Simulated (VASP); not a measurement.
VASP ran on this input.

**KPOINTS**
```
Automatic mesh
0
Gamma
5 5 7
0 0 0
```

**POSCAR**
```
TiO2
1
    4.6515024790    -0.0000000000     0.0000000000
    0.0000000000     4.6515024790     0.0000000000
    0.0000000000     0.0000000000     2.9751980800
Ti O
2 4
Direct
  0.0000000000   0.0000000000   1.0000000000
  0.5000000000   0.5000000000   0.5000000000
  0.3044930880   0.3044930880   0.0000000000
  0.8044930880   0.1955069120   0.5000000000
  0.1955069120   0.8044930880   0.5000000000
  0.6955069120   0.6955069120   1.0000000000
```

INCAR:
```
SYSTEM = TiO2
PREC = Accurate; ENCUT = 480; LREAL = .FALSE.
LASPH = .TRUE.
EDIFF = 1E-6; NELM = 100; ALGO = Normal
LMAXMIX = 4
ISMEAR = 0; SIGMA = 0.05
GGA = PE
IBRION = 2; NSW = 60; ISIF = 3
EDIFFG = -0.02
LWAVE = .FALSE.; LCHARG = .FALSE.
```

POTCAR, in this order: Ti O (PBE.64 set). Program: vasp_std.

**Question.** Write an equivalent input for Ansatz.

**Answer.** One equivalent input (not run):
Ansatz 0.2 input:
```yaml
crystal:
  lattice:
    - [4.6515025, 0.0000000, 0.0000000]
    - [0.0000000, 4.6515025, 0.0000000]
    - [0.0000000, 0.0000000, 2.9751981]
  atoms:
    - { symbol: Ti, position: [0.0000000, 0.0000000, 1.0000000] }
    - { symbol: Ti, position: [0.5000000, 0.5000000, 0.5000000] }
    - { symbol: O, position: [0.3044931, 0.3044931, 0.0000000] }
    - { symbol: O, position: [0.8044931, 0.1955069, 0.5000000] }
    - { symbol: O, position: [0.1955069, 0.8044931, 0.5000000] }
    - { symbol: O, position: [0.6955069, 0.6955069, 1.0000000] }
kpoints:
  mp_grid: { grid: [5, 5, 7] }
hamiltonian:
  xc: pbe
  pseudopotentials: { kind: paw }
scf:
  occupations: { method: gaussian, width: 0.05 }
  max_iter: 100
relax:
  max_steps: 60
  f_tol: 0.02
  cell: {}
output: { forces: true, stress: true, eigenvalues: true }
```
The two are equivalent in intent, not identical: each code has its own PAW files, so the cut-off isn't converted (ENCUT is set for VASP's; basis.ecutwfc is left out, and Ansatz then takes the one that its files recommend); Ansatz stops its SCF on the density residual and VASP on the energy change (EDIFF).

The compound is TiO2 in the rutile structure. This run relaxes it. Symmetry was kept, so distortions that lower it aren't found. The start is the result of an earlier pass.
